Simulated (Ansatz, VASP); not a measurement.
# One calculation of K3Si4, two programs

```xyz
7
Lattice="6.1502 0.0000 0.0000 0.0000 6.1502 0.0000 0.0000 0.0000 6.1502" Properties=species:S:1:pos:R:3 pbc="T T T"
K     3.0751    0.0000    0.0000
K     0.0000    3.0751    0.0000
K     0.0000    0.0000    3.0751
Si    0.0000    3.0751    3.0751
Si    3.0751    0.0000    3.0751
Si    3.0751    3.0751    0.0000
Si    3.0751    3.0751    3.0751
```

Alike in both runs: functional PBE; k mesh 6 × 6 × 6; occupations gaussian, width 0.1 eV; no spin polarisation.

Ansatz relaxed the structure, and its values are those at the end. VASP's run is a single point on that final structure, the one shown.

```csv
,VASP,Ansatz
version,VASP 6.6.1,Ansatz 0.2.0
potentials or method,"VASP PAW PBE potentials, release 64 (K_sv, Si)","scalar-relativistic, plane waves, PAW"
plane-wave cutoff (eV),520,420
valence electrons in the cell,43,43
```

|  | VASP | Ansatz | Ansatz less VASP |
| --- | --- | --- | --- |
| gap on the k mesh at the Fermi level (eV) | none | none | - |
| pressure (GPa) | 0.0 | 0.0 | -0.03 |

A gap of «none» marks a metal or a gap that the smearing closes. With one functional, cell and mesh, what is left measures potentials, basis and numerics.
